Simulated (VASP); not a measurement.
These are r2SCAN+rVV10, VASP's PBE PAW potentials (set 64) (plane waves; VASP) values and carry that method's errors.

A VASP calculation is set up with these files.

**POSCAR**
```
HfC
3.2726250
  0.0000000000   0.7071067340   0.7071067340
  0.7071067340   0.0000000000   0.7071067340
  0.7071067340   0.7071067340   0.0000000000
Hf C
1 1
Cart
  0.0000000000   0.0000000000   0.0000000000
  0.7071067340   0.7071067340   0.7071067340
```

File KPOINTS_OPT:
```
k-points along high-symmetry lines
10
Line-mode
Reciprocal
  0.000000   0.000000   0.000000 ! GAMMA
  0.500000   0.000000   0.500000 ! X

  0.500000   0.000000   0.500000 ! X
  0.625000   0.250000   0.625000 ! U

  0.375000   0.375000   0.750000 ! K
  0.000000   0.000000   0.000000 ! GAMMA

  0.000000   0.000000   0.000000 ! GAMMA
  0.500000   0.500000   0.500000 ! L

  0.500000   0.500000   0.500000 ! L
  0.500000   0.250000   0.750000 ! W

  0.500000   0.250000   0.750000 ! W
  0.500000   0.000000   0.500000 ! X
```

INCAR:
```
ALGO = Normal
BPARAM = 11.95
CPARAM = 0.0093
EDIFF = 1E-7
ENCUT = 520
ISIF = 2
ISMEAR = -5
LASPH = .TRUE.
LCHARG = .FALSE.
LMAXMIX = 6
LMIXTAU = .TRUE.
LORBIT = 11
LREAL = .FALSE.
LUSE_VDW = .TRUE.
LWAVE = .FALSE.
METAGGA = R2SCAN
NEDOS = 601
NELM = 100
PREC = Accurate
SYSTEM = HfC
```

**KPOINTS**
```
Automatic mesh
0
Gamma
15 15 15
0 0 0
```

POTCAR, in this order: Hf_pv C (PBE.64 set). Program: vasp_std.

Unless said otherwise, spin-orbit coupling is left out, though it shifts the bands of the heavy elements here.

Question: What does the run give for the energy per atom (σ→0), band gap (over mesh and band path)?

Answer: 
```json
{
  "energy per atom (σ→0)": "-28573 meV/atom",
  "band gap (over mesh and band path)": "none (metal, semimetal or under 0.01 eV)"
}
```

File OSZICAR:
```
...
DAV:  19    -0.571463903268E+02   -0.24978E-05   -0.16562E-06  2829   0.138E-02    0.163E-02
DAV:  20    -0.571463896318E+02    0.69506E-06   -0.77351E-07  2706   0.767E-03    0.497E-03
DAV:  21    -0.571463898716E+02   -0.23985E-06   -0.80015E-08  1416   0.310E-03    0.141E-03
DAV:  22    -0.571463896339E+02    0.23771E-06   -0.14858E-08  1374   0.153E-03    0.770E-04
DAV:  23    -0.571463898249E+02   -0.19094E-06   -0.19527E-08  1368   0.202E-03    0.597E-04
DAV:  24    -0.571463897339E+02    0.90955E-07   -0.10136E-09  1350   0.562E-04
   1 F= -.57146390E+02 E0= -.57146390E+02  d E =0.000000E+00
       N       E                     dE             ncg
```

The compound is HfC in the rock salt structure. It was relaxed first.
